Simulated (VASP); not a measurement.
Calculation: PBE GGA, VASP's PBE PAW potentials (set 64) (plane waves; VASP 6.6.1).

Input for VASP

POSCAR:
```
GaN
1.0
  0.0000000000   2.2347903918   2.2347903918
  2.2347903918   0.0000000000   2.2347903918
  2.2347903918   2.2347903918   0.0000000000
Ga N
1 1
Cartesian
  0.0000000000   0.0000000000   0.0000000000
  1.1173951959   1.1173951959   1.1173951959
```

**INCAR**
```
SYSTEM  =  GaN
PREC  =  Accurate; ENCUT  =  620; LREAL  =  .FALSE.
LASPH  =  .TRUE.
EDIFF  =  1E-6; NELM  =  100; ALGO  =  Normal
LMAXMIX  =  4
ISMEAR  =  0; SIGMA  =  0.05
GGA  =  PE
IBRION  =  2; NSW  =  40; ISIF  =  3
EDIFFG  =  -0.02; PSTRESS  =  200
LWAVE  =  .FALSE.; LCHARG  =  .FALSE.
```

### KPOINTS
```
Automatic mesh
0
Gamma
10 10 10
0 0 0
```

POTCAR, in this order: Ga_d N (PBE.64 set). Program: vasp_std.

Energy and stress use the plane-wave basis of the starting cell.

**Question.** Estimate the energy per atom (σ→0), volume per atom, band gap (on the k-mesh).

**Answer.** 
```
Property                           Value
------------------------  --------------
energy per atom (σ→0)     -6.017 eV/atom
band gap (on the k-mesh)         2.16 eV
volume per atom           10.70 Å^3/atom
```

### OSZICAR
```
...
DAV:   2    -0.121570089152E+02    0.40508E+00   -0.61962E-01  1472   0.274E+01    0.206E+00
DAV:   3    -0.120450373765E+02    0.11197E+00   -0.14683E-01  1452   0.157E+01    0.410E-01
DAV:   4    -0.120337214818E+02    0.11316E-01   -0.24104E-02  1542   0.271E+00    0.106E-01
DAV:   5    -0.120336623269E+02    0.59155E-04   -0.72751E-04  1569   0.669E-01    0.499E-02
DAV:   6    -0.120336645568E+02   -0.22299E-05   -0.11188E-04  1429   0.266E-01    0.569E-03
DAV:   7    -0.120336595531E+02    0.50038E-05   -0.19681E-05  1482   0.169E-01    0.422E-03
DAV:   8    -0.120336591412E+02    0.41190E-06   -0.10419E-06   782   0.192E-02
   3 F= -.93623625E+01 E0= -.93623625E+01  d E =-.304687E-01
```

The compound is GaN in the zinc blende structure, a metastable form; wurtzite is the usual one. This run relaxes it under an external pressure of 20 GPa. Symmetry was kept, so distortions that lower it aren't found.
